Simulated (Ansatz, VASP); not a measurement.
**RbHgBr2: VASP beside Ansatz**

INCAR

```
PREC = Accurate
ENCUT = 600
EDIFF = 1E-7
ISMEAR = 0
SIGMA = 0.1
LREAL = False
LASPH = True
NELM = 100
ALGO = Normal
ISIF = 3
LWAVE = False
LCHARG = False
GGA = PE
IBRION = 2
NSW = 90
EDIFFG = -0.04
```

Contents of KPOINTS:

```
regular mesh
0
Gamma
  4 4 4
```

File POSCAR:

```
RbHgBr2
1.0
    5.3460000000      0.0000000000      0.0000000000
    0.0000000000      5.3460000000      0.0000000000
    0.0000000000      0.0000000000      4.9346513600
Rb Hg Br
1 1 2
Direct
    0.5000000000      0.5000000000      0.5000000000
    0.0000000000      0.0000000000      0.0000000000
    0.5000000000      0.0000000000      0.0000000000
    0.0000000000      0.5000000000      0.0000000000
```

Input for Ansatz:

```yaml
crystal:
  lattice:
    - [5.346, 0.0, 0.0]
    - [0.0, 5.346, 0.0]
    - [0.0, 0.0, 4.93465136]
  atoms:
    - { symbol: Rb, position: [0.5, 0.5, 0.5] }
    - { symbol: Hg, position: [0.0, 0.0, 0.0] }
    - { symbol: Br, position: [0.5, 0.0, 0.0] }
    - { symbol: Br, position: [0.0, 0.5, 0.0] }
basis:
  ecutwfc: 420
kpoints:
  mp_grid: { grid: [4, 4, 4] }
hamiltonian:
  xc: pbe
scf:
  occupations: { method: gaussian, width: 0.1 }
  lower_state_search: "off"
output:
  forces: true
  stress: true
  eigenvalues: true
relax:
  adjacent_minimum: "off"
  f_tol: 0.04
  max_steps: 70
  cell: { stress_tol: 0.4 }
```

Alike in both runs: task relaxation of cell and atoms; functional PBE; k mesh 4 × 4 × 4; occupations gaussian, width 0.1 eV; no spin polarisation.

|  | VASP | Ansatz |
| --- | --- | --- |
| version | VASP 6.6.1 | Ansatz 0.2.0 |
| potentials or method | VASP PAW PBE potentials, release 64 (Rb_sv, Hg, Br) | scalar-relativistic, plane waves, PAW |
| plane-wave cutoff (eV) | 600 | 420 |
| valence electrons in the cell | 35 | 43 |

Ansatz gave:

| Property | Result |
| --- | --- |
| gap on the k mesh at the Fermi level, each at its own relaxed structure (eV) | none |
| relaxed volume (Å³/atom) | 38.96 |
| relaxed cell length with the largest relative difference (Å) | 4.517 |
| energy change over the relaxation (meV/atom) | -167 |

Q: What did VASP give for the same quantities?

A: gap on the k mesh at the Fermi level, each at its own relaxed structure (eV): none; relaxed volume (Å³/atom): 38.48; relaxed cell length with the largest relative difference (Å): 4.470; energy change over the relaxation (meV/atom): -173.

A gap of «none» marks a metal or a gap that the smearing closes. The two sets of potentials don't hold the same shells in valence.

Caveats: an odd number of electrons without spin polarisation forces a metal; a magnetic or distorted state may lie lower. The runs have no spin-orbit coupling, so splittings on Hg are missing.
